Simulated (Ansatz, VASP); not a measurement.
One calculation of CaScSi3, two programs

The input INCAR:

```
PREC = Accurate ; ENCUT = 600
EDIFF = 1E-6 ; ISMEAR = 0
SIGMA = 0.1 ; LREAL = F
LASPH = T ; NELM = 100
ALGO = Normal ; ISIF = 3
LWAVE = F ; LCHARG = F
GGA = PE ; IBRION = 2
NSW = 90 ; EDIFFG = -0.04
```

Contents of KPOINTS:

```
Automatic mesh
0
Gamma
  4 4 4
```

The input POSCAR:

```
CaScSi3
1.0
    4.4706758200      0.0000000000      0.0000000000
    0.0000000000      4.4706758200      0.0000000000
    0.0000000000      0.0000000000      4.4706758200
Ca Sc Si
1 1 3
Direct
    0.0000000000      0.0000000000      0.0000000000
    0.5000000000      0.5000000000      0.5000000000
    0.0000000000      0.5000000000      0.5000000000
    0.5000000000      0.0000000000      0.5000000000
    0.5000000000      0.5000000000      0.0000000000
```

Input for Ansatz:

```yaml
crystal:
  lattice:
    - [4.47067582, 0.0, 0.0]
    - [0.0, 4.47067582, 0.0]
    - [0.0, 0.0, 4.47067582]
  atoms:
    - { symbol: Ca, position: [0.0, 0.0, 0.0] }
    - { symbol: Sc, position: [0.5, 0.5, 0.5] }
    - { symbol: Si, position: [0.0, 0.5, 0.5] }
    - { symbol: Si, position: [0.5, 0.0, 0.5] }
    - { symbol: Si, position: [0.5, 0.5, 0.0] }
basis:
  ecutwfc: 420
kpoints:
  mp_grid: { grid: [4, 4, 4] }
hamiltonian:
  xc: pbe
scf:
  occupations: { method: gaussian, width: 0.1 }
  lower_state_search: "off"
output:
  forces: true
  stress: true
  eigenvalues: true
relax:
  adjacent_minimum: "off"
  f_tol: 0.04
  max_steps: 70
  cell: { stress_tol: 0.4 }
```

Change from the starting cell: species swapped into the Ca3PbO type (Pm-3m, No. 221).

Alike in both runs: task relaxation of cell and atoms; functional PBE; k mesh 4 × 4 × 4; occupations gaussian, width 0.1 eV; no spin polarisation.

|  | VASP | Ansatz |
| --- | --- | --- |
| version | VASP 6.6.1 | Ansatz 0.2.0 |
| potentials or method | VASP PAW PBE potentials, release 64 (Ca_sv, Sc_sv, Si) | scalar-relativistic, plane waves, PAW |
| plane-wave cutoff (eV) | 600 | 420 |
| valence electrons in the cell | 33 | 33 |

|  | VASP | Ansatz | Ansatz less VASP |
| --- | --- | --- | --- |
| gap on the k mesh at the Fermi level, each at its own relaxed structure (eV) | none | none | - |
| relaxed volume (Å³/atom) | 24.92 | 24.77 | -0.144 |
| relaxed cell length with the largest relative difference (Å) | 4.994 | 4.985 | -0.0096 |
| energy change over the relaxation (meV/atom) | -427 | -423 | +4.7 |

A gap of «none» marks a metal or a gap that the smearing closes.

Caveats: the volume moved by over 15 % at a fixed basis, so the end points are rough (VASP).
